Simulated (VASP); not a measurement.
VASP runs on CrHgF6 (space group R-3) share one base input (PBEsol GGA, plane waves, VASP's PBE PAW potentials (set 64)) and change the settings named in each case.

POSCAR:
```
CrHgF6
1.0
  2.6229720000   1.5143730000   4.8643650000
 -2.6229720000   1.5143730000   4.8643650000
  0.0000000000  -3.0287470000   4.8643650000
F Cr Hg
6 1 1
Cart
 -0.9967293600  -1.5143739285   8.6853237075
  1.8098506800  -0.1060067285   8.6853237075
 -0.8131213200   1.6203788715   8.6853237075
  0.9967293600   1.5143729285   5.9077712925
 -1.8098506800   0.1060057285   5.9077712925
  0.8131213200  -1.6203798715   5.9077712925
  0.0000000000   0.0000000000   0.0000000000
  0.0000000000  -0.0000005000   7.2965475000
```

KPOINTS:
```
Automatic mesh
0
Gamma
3 3 3
0 0 0
```

### INCAR
```
ISPIN  =  2
LMAXMIX  =  6   # l cut-off of mixed one-centre charges
LORBIT  =  11   # lm-projected
GGA  =  PS
SIGMA  =  0.1   # width (eV)
LREAL  =  .False.   # projection in real space or not
PREC  =  Accurate
MAGMOM  =  6*0.0 3.0 0.0
ISMEAR  =  0
ISIF  =  2   # forces and stress, cell fixed
NELM  =  100   # most electronic steps
EDIFF  =  1E-6   # SCF stop (eV)
ENCUT  =  400   # plane-wave cut-off (eV)
LCHARG  =  .False.
ALGO  =  Normal   # blocked Davidson
SYSTEM  =  CrHgF6
LASPH  =  .True.   # aspherical one-centre terms
LWAVE  =  .False.
```

POTCAR, in this order: F Cr_pv Hg (PBE.64 set). Program: vasp_std.

| change | E(σ→0) (eV/atom) | pressure (GPa) | largest force (eV/Å) | moment (μB) | −TS (eV) |
|---|---|---|---|---|---|
| base run | -4.7760 | -18.63 | 1.688 | 2.00 | -0.0451 |
| GGA removed, POTCAR F Cr_pv Hg (LDA.64 set) | -5.0945 | (withheld) | (withheld) | 2.00 | (withheld) |
| GGA_COMPAT = .FALSE., ISPIN removed, LNONCOLLINEAR = .TRUE., LSORBIT = .TRUE., MAGMOM = 0.0 0.0 0.0 0.0 0.0 0.0 0.0 0.0 0.0 0.0 0.0 0.0 0.0 0.0 0.0 0.0 0.0 0.0 0.0 0.0 3.0 0.0 0.0 0.0, program vasp_ncl | -4.8059 | -18.73 | 1.658 | - | -0.0445 |
| KPOINTS 4×4×4 Γ-centred mesh | -4.7763 | -18.60 | 1.681 | -2.00 | -0.0452 |
| LDAU = .TRUE., LDAUJ = 0 0 0, LDAUL = -1 2 -1, LDAUTYPE = 2, LDAUU = 0 2.0 0 | -4.5719 | -17.77 | 1.420 | 2.00 | -0.0308 |

Problem. What belongs in the gaps?

Solution. 
- GGA removed, POTCAR F Cr_pv Hg (LDA.64 set), pressure (GPa): -22.69
- GGA removed, POTCAR F Cr_pv Hg (LDA.64 set), largest force (eV/Å): 1.861
- GGA removed, POTCAR F Cr_pv Hg (LDA.64 set), −TS (eV): -0.0465

Energies of different potentials or functionals have different zeros.  Unless said otherwise, spin-orbit coupling is left out, though it shifts the bands of the heavy elements here. At 400 eV the pressure can carry a Pulay error.

Left out are runs that ran out of time, are held back, or changed the cell or the kind of run, fixed moments of cells without a moment, rows past the twelfth, gaps on odd meshes, pressures of charged cells and columns that move by less than the noise.

The structure comes from a measured CrHgF6 entry of the Crystallography Open Database, whose conditions weren't checked. The cell was not relaxed at this level, forces remain on its atoms, its lattice was scaled by up to 2.5 %.
